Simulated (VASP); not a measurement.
# Ga11CoAs12 (a cell with a defect) in VASP: a series of runs, part 2 of 2

VASP 6.6.1. The steps go on from the part before.

## (3) Single point, PBEsol+U, collinear spin, ferromagnetic start

INCAR reads:

```
PREC = Accurate ; ENCUT = 350
EDIFF = 1E-5 ; ISMEAR = 0
SIGMA = 0.03 ; LREAL = Auto
LASPH = T ; NELM = 120
ALGO = Normal ; ISIF = 2
LWAVE = F ; LCHARG = F
ISPIN = 2 ; MAGMOM = 1 0 0 0 0 0 0 0 0 0 0 0 0 0 0 0 0 0 0 0 0 0 0 0
LORBIT = 11 ; LMAXMIX = 4
LDAU = T ; LDAUTYPE = 2
LDAUL = 2 -1 -1 ; LDAUU = 4 0 0
LDAUJ = 0 0 0 ; LDAUPRINT = 1
GGA = PS ; NBANDS = 128
NELECT = 213.0 ; ISYM = 0
KPAR = 2
```

KPOINTS reads:

```
regular mesh
0
Gamma
  2 2 2
```

POSCAR reads:

```
Ga11CoAs12                              
1.0
    0.0000000000      8.4805500000      8.4805500000
    5.6537000000      0.0000000000      5.6537000000
    5.6537000000      5.6537000000      0.0000000000
  Co              Ga              As            
     1    11    12
Direct
     0.0066925719835698    0.9937141185467731    0.9894075178121383
     0.0036149405823148    0.0067941455452569    0.4913116812925748
     0.0033673344709242    0.4960509051048852    0.0021427881071661
     0.0017799837581386    0.5010082665105793    0.4973441884264218
     0.3276748809062568    0.0058569081989590    0.0042469272995551
     0.3315651927990914    0.0029943060310894    0.4994590477142880
     0.3311341884067474    0.5006650630222826    0.0029131517956047
     0.3334153385035082    0.5004059489380128    0.4997878979066767
     0.6699969801383097    0.0057813565070796    0.0007096137014078
     0.6680206982003589    0.0045122537087470    0.4914820337227830
     0.6675722548175600    0.4945829207286274    0.0024512684305043
     0.6691179676252647    0.5009885932809828    0.4966091682727207
     0.0789957097931353    0.1211250389899975    0.1162352325616507
     0.0823352455479382    0.1255061397210186    0.6312194500384299
     0.0819289515241650    0.6350907659257327    0.1218327337501722
     0.0829839880786138    0.6288130416631634    0.6244662737167826
     0.4195627174620056    0.1246961481494373    0.1234522585659485
     0.4169722282742185    0.1246590307471648    0.6269219319906323
     0.4166092128854977    0.6283930309063548    0.1240086011379191
     0.4178141351967082    0.6253785724193148    0.6249934720285656
     0.7650135614896847    0.1207327416144646    0.1173605554850609
     0.7520679879726129    0.1250093059385999    0.6231419800877798
     0.7517734121089140    0.6279857925880502    0.1206706644783203
     0.7509015174744506    0.6267756052134359    0.6244545616769117
```

Potentials or basis: VASP PAW PBE potentials, release 64 (Co, Ga_d, As).

Command:

```
cat potpaw_PBE.64/Co/POTCAR potpaw_PBE.64/Ga_d/POTCAR potpaw_PBE.64/As/POTCAR > POTCAR
mpirun -np 4 vasp_std > vasp.out
```

Run time: 7.3 min. Hardware: 4 MPI ranks of Intel Xeon Platinum 8488C (Sapphire Rapids), shared host; peak memory 0.54 GiB.

Results (log left out):

* Free energy: -104.3937 eV
* Largest force: 0.411 eV/Å
* Band gap on the k mesh: 0.19 eV, direct
* Net moment: 3.00 μB per cell
* Site moments: Co +2.33; Ga +0.01, +0.02, +0.00; As +0.05, +0.04, +0.00, +0.03, +0.01, +0.02 μB
* Valence electrons inside the program's atomic spheres: Co 8.12; Ga 11.68, 11.69; As 2.85, 2.86, 2.84

Forces on the atoms (eV/Å):
```
Co   0.288  0.021 -0.005
Ga   0.012  0.052  0.106
Ga   0.018  0.110  0.044
Ga  -0.171  0.030  0.033
Ga  -0.031  0.007  0.010
Ga   0.020 -0.051 -0.018
Ga   0.006 -0.033 -0.048
Ga   0.035 -0.023 -0.012
Ga  -0.067 -0.022 -0.042
Ga   0.044  0.067 -0.019
Ga   0.033 -0.028  0.074
Ga   0.010 -0.009 -0.020
As   0.178  0.218  0.196
As  -0.285 -0.268  0.126
As  -0.266  0.131 -0.249
As   0.022  0.008  0.007
As   0.019  0.028  0.040
As  -0.051 -0.013  0.035
As  -0.045  0.027 -0.005
As   0.020  0.009  0.020
As   0.153 -0.234 -0.241
As   0.009 -0.008 -0.007
As   0.015  0.004 -0.006
As   0.034 -0.024 -0.016
```

Levels at points of the mesh, in eV from the valence-band top:
Spin up:
```csv
k point,band 105,band 106,band 107,band 108,band 109,band 110,band 111,band 112
"(0.00, 0.00, 0.00)",-0.89,-0.12,-0.01,0.00,0.19,0.59,0.67,0.78
"(0.50, 0.00, 0.00)",-0.72,-0.72,-0.21,-0.21,0.58,0.69,1.02,1.08
"(0.00, 0.50, 0.00)",-1.00,-0.97,-0.64,-0.56,1.05,1.16,1.62,1.66
"(0.00, 0.00, 0.50)",-1.00,-0.97,-0.64,-0.56,1.05,1.16,1.61,1.66
"(0.50, 0.00, 0.50)",-1.54,-1.23,-1.13,-0.69,1.74,1.76,1.83,1.89
"(0.50, 0.50, 0.00)",-1.54,-1.24,-1.13,-0.69,1.73,1.76,1.83,1.89
"(0.00, 0.50, 0.50)",-1.47,-1.12,-0.93,-0.52,1.51,1.55,1.59,1.65
"(0.50, 0.50, 0.50)",-1.25,-1.19,-0.87,-0.74,1.70,1.71,1.80,1.94
```
Spin down:
| k point | band 102 | band 103 | band 104 | band 105 | band 106 | band 107 | band 108 | band 109 |
| --- | --- | --- | --- | --- | --- | --- | --- | --- |
| (0.00, 0.00, 0.00) | -1.15 | -0.67 | -0.61 | -0.56 | 0.21 | 0.58 | 0.65 | 0.79 |
| (0.50, 0.00, 0.00) | -1.01 | -1.01 | -0.69 | -0.69 | 0.37 | 0.65 | 0.73 | 0.92 |
| (0.00, 0.50, 0.00) | -1.25 | -1.21 | -0.95 | -0.91 | 0.42 | 0.97 | 1.06 | 1.11 |
| (0.00, 0.00, 0.50) | -1.25 | -1.22 | -0.95 | -0.91 | 0.42 | 0.98 | 1.07 | 1.11 |
| (0.50, 0.00, 0.50) | -1.59 | -1.59 | -1.29 | -1.05 | 0.39 | 0.81 | 1.06 | 1.75 |
| (0.50, 0.50, 0.00) | -1.59 | -1.59 | -1.29 | -1.05 | 0.40 | 0.81 | 1.06 | 1.75 |
| (0.00, 0.50, 0.50) | -1.56 | -1.39 | -1.17 | -0.87 | 0.49 | 0.86 | 1.05 | 1.54 |
| (0.50, 0.50, 0.50) | -1.41 | -1.38 | -1.17 | -1.13 | 0.43 | 0.83 | 1.03 | 1.73 |

Eigenvalues of the final occupation matrices:
| site | spin | trace | eigenvalues |
| --- | --- | --- | --- |
| site 1 d | 1 | 4.74 | 0.94 0.94 0.95 0.96 0.96 |
| site 1 d | 2 | 2.50 | 0.21 0.22 0.23 0.92 0.92 |

Caveat: the k mesh is coarse (spacing up to 0.48 Å⁻¹), so the values aren't converged; the cell is charged against a uniform background, so pressure and absolute levels hang on convention; the PAW data sets were made with another functional, which shifts forces and pressure a little; the U is typed as a test and isn't derived for this compound. The state reached can hang on the start; a lower one may exist.

## (4) Single point, PBEsol+U, collinear spin, ferromagnetic start

INCAR reads:

```
PREC = Accurate ; ENCUT = 350
EDIFF = 1E-5 ; ISMEAR = 0
SIGMA = 0.03 ; LREAL = Auto
LASPH = T ; NELM = 120
ALGO = Normal ; ISIF = 2
LWAVE = F ; LCHARG = F
ISPIN = 2 ; MAGMOM = 1 0 0 0 0 0 0 0 0 0 0 0 0 0 0 0 0 0 0 0 0 0 0 0
LORBIT = 11 ; NUPDOWN = 1
LMAXMIX = 4 ; LDAU = T
LDAUTYPE = 2 ; LDAUL = 2 -1 -1
LDAUU = 6 0 0 ; LDAUJ = 0 0 0
LDAUPRINT = 1 ; GGA = PS
NBANDS = 128 ; NELECT = 213.0
ISYM = 0 ; KPAR = 2
```

KPOINTS is that of step 3.

POSCAR is that of step 3.

Command:

```
cat potpaw_PBE.64/Co/POTCAR potpaw_PBE.64/Ga_d/POTCAR potpaw_PBE.64/As/POTCAR > POTCAR
mpirun -np 4 vasp_std > vasp.out
```

Wall time 13 min (4 MPI ranks of Intel Xeon Platinum 8488C (Sapphire Rapids), shared host); peak memory 0.53 GiB.

It converged, with:

```
Free energy                                           : -103.2380 eV
Largest force                                         : 0.253 eV/Å
Net moment                                            : 1.00 μB per cell
Site moments                                          : Co +1.73; Ga -0.01, -0.02, -0.00; As -0.08, -0.09, -0.02, -0.01, -0.04 μB
Valence electrons inside the program's atomic spheres : Co 8.29; Ga 11.68, 11.69; As 2.83, 2.84, 2.85
```

Forces in eV/Å, atoms in the order of the input:
```
Co   0.008 -0.025 -0.011
Ga   0.029  0.016  0.025
Ga   0.033  0.038  0.008
Ga  -0.054 -0.005  0.004
Ga  -0.005 -0.019 -0.020
Ga   0.037 -0.023 -0.017
Ga   0.022 -0.031 -0.027
Ga   0.010 -0.005  0.006
Ga   0.022  0.012 -0.012
Ga   0.009 -0.034  0.009
Ga  -0.003  0.002 -0.028
Ga   0.014  0.004 -0.005
As   0.100  0.139  0.111
As  -0.178 -0.119  0.135
As  -0.150  0.149 -0.118
As   0.001  0.005  0.005
As  -0.022  0.009  0.025
As  -0.015  0.002  0.009
As  -0.008  0.001  0.011
As   0.011  0.000  0.012
As   0.135 -0.103 -0.113
As  -0.009 -0.009 -0.002
As  -0.001  0.007 -0.006
As   0.014 -0.010 -0.001
```

Eigenvalues of the final occupation matrices:
| site | spin | trace | eigenvalues |
| --- | --- | --- | --- |
| site 1 d | 1 | 4.60 | 0.87 0.92 0.93 0.93 0.95 |
| site 1 d | 2 | 2.88 | 0.08 0.08 0.89 0.91 0.91 |

Caveat: the k mesh is coarse (spacing up to 0.48 Å⁻¹), so the values aren't converged; the cell is charged against a uniform background, so pressure and absolute levels hang on convention; the PAW data sets were made with another functional, which shifts forces and pressure a little; the total moment is fixed, so each spin has its own Fermi level; the U is typed as a test and isn't derived for this compound. The state reached can hang on the start; a lower one may exist.

## (5) Single point, PBEsol+U, collinear spin, ferromagnetic start

INCAR: that of step 4 with these lines changed.

```diff
@@ -10,5 +10,5 @@
 LDAUTYPE = 2 ; LDAUL = 2 -1 -1
-LDAUU = 6 0 0 ; LDAUJ = 0 0 0
+LDAUU = 4 0 0 ; LDAUJ = 0 0 0
 LDAUPRINT = 1 ; GGA = PS
 NBANDS = 128 ; NELECT = 213.0
-ISYM = 0 ; KPAR = 2
+ISYM = 0 ; KPAR = 4
```

KPOINTS reads:

```
regular mesh
0
Gamma
  2 3 3
```

POSCAR is that of step 4.

Command:

```
cat potpaw_PBE.64/Co/POTCAR potpaw_PBE.64/Ga_d/POTCAR potpaw_PBE.64/As/POTCAR > POTCAR
mpirun -np 4 vasp_std > vasp.out
```

Wall time 14 min (4 MPI ranks of Intel Xeon Platinum 8488C (Sapphire Rapids), shared host); peak memory 0.98 GiB.

Results (log left out):

- Free energy: -104.6103 eV
- Largest force: 0.600 eV/Å
- Net moment: 1.00 μB per cell
- Site moments: Co +1.48; Ga -0.01, +0.00; As -0.06, -0.01, -0.02 μB
- Valence electrons inside the program's atomic spheres: Co 8.26; Ga 11.68, 11.69; As 2.82, 2.83, 2.84

Forces in eV/Å, atoms in the order of the input:
```
Co   0.051  0.330  0.312
Ga   0.038  0.048 -0.059
Ga   0.043 -0.057  0.040
Ga   0.005  0.013  0.015
Ga  -0.069  0.007  0.009
Ga   0.027 -0.013 -0.002
Ga   0.014 -0.016 -0.010
Ga   0.026 -0.013 -0.003
Ga  -0.019  0.034  0.015
Ga   0.010  0.002  0.020
Ga  -0.001  0.011  0.008
Ga   0.010  0.011  0.001
As  -0.412 -0.296 -0.321
As   0.182  0.325 -0.365
As   0.195 -0.354  0.338
As   0.010  0.002 -0.001
As   0.025 -0.040 -0.026
As  -0.008 -0.018 -0.012
As  -0.002 -0.021 -0.009
As   0.020 -0.010  0.002
As  -0.146  0.059  0.055
As  -0.015  0.006 -0.016
As  -0.009 -0.005  0.008
As   0.026 -0.007  0.001
```

Eigenvalues of the final occupation matrices:
```
    site  spin  trace               eigenvalues
site 1 d     1   4.46  0.84 0.85 0.92 0.92 0.93
site 1 d     2   3.00  0.13 0.53 0.56 0.89 0.89
```

Caveat: the cell is charged against a uniform background, so pressure and absolute levels hang on convention; the PAW data sets were made with another functional, which shifts forces and pressure a little; the total moment is fixed, so each spin has its own Fermi level; the U is typed as a test and isn't derived for this compound. The state reached can hang on the start; a lower one may exist.

## (6) Single point, PBEsol+U, collinear spin, ferromagnetic start

INCAR reads:

```
PREC = Accurate ; ENCUT = 350
EDIFF = 1E-5 ; ISMEAR = 0
SIGMA = 0.03 ; LREAL = Auto
LASPH = T ; NELM = 120
ALGO = Normal ; ISIF = 2
LWAVE = F ; LCHARG = F
ISPIN = 2 ; MAGMOM = 3 0 0 0 0 0 0 0 0 0 0 0 0 0 0 0 0 0 0 0 0 0 0 0
LORBIT = 11 ; NUPDOWN = 3
LMAXMIX = 4 ; LDAU = T
LDAUTYPE = 2 ; LDAUL = 2 -1 -1
LDAUU = 4 0 0 ; LDAUJ = 0 0 0
LDAUPRINT = 1 ; GGA = PS
NBANDS = 128 ; NELECT = 213.0
ISYM = 0 ; KPAR = 2
```

KPOINTS reads:

```
regular mesh
0
Gamma
  2 2 2
```

POSCAR is that of step 5.

Potentials or basis: VASP PAW PBE potentials, release 64 (Co, Ga_d, As).

Command:

```
cat potpaw_PBE.64/Co/POTCAR potpaw_PBE.64/Ga_d/POTCAR potpaw_PBE.64/As/POTCAR > POTCAR
mpirun -np 4 vasp_std > vasp.out
```

Wall time 5.4 min (4 MPI ranks of Intel Xeon Platinum 8488C (Sapphire Rapids), shared host); peak memory 0.53 GiB.

The run converged. Its results:

| Quantity | Value |
| --- | --- |
| Free energy | -104.3938 eV |
| Largest force | 0.407 eV/Å |
| Net moment | 3.00 μB per cell |
| Site moments | Co +2.33; Ga +0.01, +0.02, +0.00; As +0.05, +0.04, +0.00, +0.03, +0.01, +0.02 μB |
| Valence electrons inside the program's atomic spheres | Co 8.13; Ga 11.68, 11.69; As 2.85, 2.86, 2.84 |

Forces on the atoms (eV/Å):
```
Co   0.289  0.020 -0.006
Ga   0.012  0.052  0.105
Ga   0.018  0.108  0.043
Ga  -0.168  0.029  0.033
Ga  -0.032  0.008  0.010
Ga   0.019 -0.049 -0.018
Ga   0.006 -0.033 -0.047
Ga   0.035 -0.023 -0.012
Ga  -0.068 -0.022 -0.042
Ga   0.045  0.068 -0.019
Ga   0.033 -0.028  0.075
Ga   0.010 -0.009 -0.020
As   0.177  0.217  0.194
As  -0.283 -0.266  0.124
As  -0.264  0.129 -0.247
As   0.022  0.008  0.007
As   0.019  0.028  0.040
As  -0.051 -0.013  0.035
As  -0.045  0.027 -0.005
As   0.020  0.009  0.020
As   0.150 -0.232 -0.239
As   0.009 -0.009 -0.007
As   0.015  0.004 -0.006
As   0.034 -0.024 -0.016
```

Eigenvalues of the final occupation matrices:
```csv
site,spin,trace,eigenvalues
site 1 d,1,4.74,0.94 0.94 0.95 0.96 0.96
site 1 d,2,2.50,0.21 0.22 0.23 0.92 0.92
```

Caveat: the k mesh is coarse (spacing up to 0.48 Å⁻¹), so the values aren't converged; the cell is charged against a uniform background, so pressure and absolute levels hang on convention; the PAW data sets were made with another functional, which shifts forces and pressure a little; the total moment is fixed, so each spin has its own Fermi level; the U is typed as a test and isn't derived for this compound. The state reached can hang on the start; a lower one may exist.

## (7) Summary

| task | U | fixed moment (μB) | cell | k mesh | mesh quality | moment (μB) | largest force (eV/Å) |
| --- | --- | --- | --- | --- | --- | --- | --- |
| relaxation of the atoms | Co d U = 4 eV | 1 | atoms relaxed from: atoms moved at random, drawn with an rms of 0.05 Å | 2 × 2 × 2 | coarse | 1.00 | 0.03 |
| single point | Co d U = 4 eV | - | as given | 2 × 2 × 2 | coarse | 3.00 | 0.41 |
| single point | Co d U = 6 eV | 1 | as given | 2 × 2 × 2 | coarse | 1.00 | 0.25 |
| single point | Co d U = 4 eV | 1 | as given | 2 × 3 × 3 | not flagged | 1.00 | 0.60 |
| single point | Co d U = 4 eV | 3 | as given | 2 × 2 × 2 | coarse | 3.00 | 0.41 |

Alike in all rows: level PBEsol+U; potentials or basis VASP PAW PBE potentials, release 64 (Co, Ga_d, As); spin collinear, ferromagnetic start; cutoff (eV) 350; smearing gaussian 0.03 eV.

Caveats: some runs use coarse meshes; the cell is charged against a uniform background, so pressure and absolute levels hang on convention; the PAW data sets were made with another functional, which shifts forces and pressure a little; the U is typed as a test and isn't derived for this compound; the total moment is fixed, so each spin has its own Fermi level (some runs).

Total energies depend on the potentials used, so only differences within one code and one set of settings carry meaning.
